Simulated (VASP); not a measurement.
The input files of a VASP run:

INCAR:
```
SYSTEM = GaP
PREC = Accurate
ENCUT = 400
EDIFF = 1E-6
NELM = 100
ALGO = Normal
LREAL = .FALSE.
LASPH = .TRUE.
ISMEAR = 0
SIGMA = 0.05
GGA = PE
LMAXMIX = 4
LWAVE = .FALSE.
LCHARG = .FALSE.
ISIF = 2
```

KPOINTS:
```
Automatic mesh
0
Gamma
3 3 3
0 0 0
```

**POSCAR**
```
GaP
1
    0.0000000000     5.2524211500     5.2524211500
    5.2524211500     0.0000000000     5.2524211500
    5.2524211500     5.2524211500     0.0000000000
Ga P
1 1
Direct
  0.0000000000   0.0000000000   0.0000000000
  0.2500000000   0.2500000000   0.2500000000
```

POTCAR, in this order: Ga_d P (PBE.64 set). Program: vasp_std.

Output of the run:

### standard output
```
 POSCAR found type information on POSCAR GaP
 POSCAR found :  2 types and       2 ions
 Reading from existing POTCAR
 Reading from existing POTCAR
 LDA part: xc-table for (Slater+PW92), standard interpolation
 POSCAR, INCAR and KPOINTS ok, starting setup
 WAVECAR not read
 entering main loop
       N       E                     dE             d eps       ncg     rms          rms(c)
DAV:   1     0.510599662634E+02    0.51060E+02   -0.61484E+03   120   0.836E+02
DAV:   2     0.230651402476E+01   -0.48753E+02   -0.47463E+02   134   0.172E+02
DAV:   3    -0.309254223093E+01   -0.53991E+01   -0.52962E+01   137   0.479E+01
DAV:   4    -0.323630315806E+01   -0.14376E+00   -0.13609E+00   114   0.895E+00
DAV:   5    -0.324616430228E+01   -0.98611E-02   -0.97983E-02   133   0.195E+00    0.236E+00
DAV:   6    -0.238372187220E+01    0.86244E+00   -0.14028E+00   104   0.424E+00    0.106E+00
DAV:   7    -0.230161328252E+01    0.82109E-01   -0.57858E-01   132   0.161E+00    0.870E-01
DAV:   8    -0.238529605445E+01   -0.83683E-01   -0.86070E-01   104   0.272E+00    0.916E-01
DAV:   9    -0.229121511955E+01    0.94081E-01   -0.35739E-01   104   0.132E+00    0.275E-01
DAV:  10    -0.231961280796E+01   -0.28398E-01   -0.11978E-01   109   0.788E-01    0.646E-01
DAV:  11    -0.230773562718E+01    0.11877E-01   -0.36152E-01   109   0.118E+00    0.376E-01
DAV:  12    -0.229631973125E+01    0.11416E-01   -0.31005E-02   104   0.447E-01    0.114E-01
DAV:  13    -0.229552198081E+01    0.79775E-03   -0.67755E-03   104   0.174E-01    0.332E-02
DAV:  14    -0.229571946747E+01   -0.19749E-03   -0.24852E-03   104   0.131E-01    0.576E-02
DAV:  15    -0.229547864918E+01    0.24082E-03   -0.10202E-03   114   0.748E-02    0.128E-02
DAV:  16    -0.229548246861E+01   -0.38194E-05   -0.25316E-05   104   0.192E-02    0.136E-02
DAV:  17    -0.229547901373E+01    0.34549E-05   -0.62582E-06   104   0.110E-02    0.511E-03
DAV:  18    -0.229547872259E+01    0.29114E-06   -0.54278E-07    52   0.309E-03
   1 F= -.22954787E+01 E0= -.22816959E+01  d E =-.275657E-01
```

File OUTCAR:
```
------------------------ aborting loop because EDIFF is reached ----------------------------------------
  FORCE on cell =-STRESS in cart. coord.  units (eV):
  Direction    XX          YY          ZZ          XY          YZ          ZX
  --------------------------------------------------------------------------------------
  Total       -2.0249427     -2.0249427     -2.0249427      0.0000000      0.0000000      0.0000000
  in kB      -11.1947576    -11.1947576    -11.1947576      0.0000000      0.0000000      0.0000000
  external PRESSURE =     -11.1947576 kB  Pullay stress =       0.0000000 kB
  volume of cell :      289.81
      direct lattice vectors                 reciprocal lattice vectors
     0.000000000  5.252421150  5.252421150    -0.095194194  0.095194194  0.095194194
     5.252421150  0.000000000  5.252421150     0.095194194 -0.095194194  0.095194194
     5.252421150  5.252421150  0.000000000     0.095194194  0.095194194 -0.095194194
  FREE ENERGIE OF THE ION-ELECTRON SYSTEM (eV)
  ---------------------------------------------------
  free  energy   TOTEN  =        -2.2954787226 eV

  energy  without entropy=       -2.2679129908  energy(sigma->0) =       -2.28169586
```
(Selected blocks of OUTCAR.)

Read input and log: which fault does this run have?
A. selective dynamics freezes every atom
B. LEPSILON was set with a meta-GGA
C. the lattice was typed in bohr, and VASP reads ångström
D. a line-mode KPOINTS file was used for a self-consistent run

C, the lattice was typed in bohr, and VASP reads ångström. The run ends without an error. Against the sound run, the energy per atom (σ→0) rises by 3.411 eV/atom; the pressure increases by 1.18 GPa; the band gap falls by 1.34 eV; the volume goes up by 570 %.

To mend it, correct POSCAR, correct KPOINTS.
POSCAR:
```
GaP
1
    0.0000000000     2.7795000000     2.7795000000
    2.7795000000     0.0000000000     2.7795000000
    2.7795000000     2.7795000000     0.0000000000
Ga P
1 1
Direct
  0.0000000000   0.0000000000   0.0000000000
  0.2500000000   0.2500000000   0.2500000000
```
**KPOINTS**
```
Automatic mesh
0
Gamma
6 6 6
0 0 0
```
The mended run (PBE GGA, plane waves, VASP's PBE PAW potentials (set 64)) converges, and its OSZICAR ends with
```
   1 F= -.91029807E+01 E0= -.91029807E+01  d E =-.205243E-14
```

The compound is GaP in the zinc blende structure. The cell was not relaxed at this level.
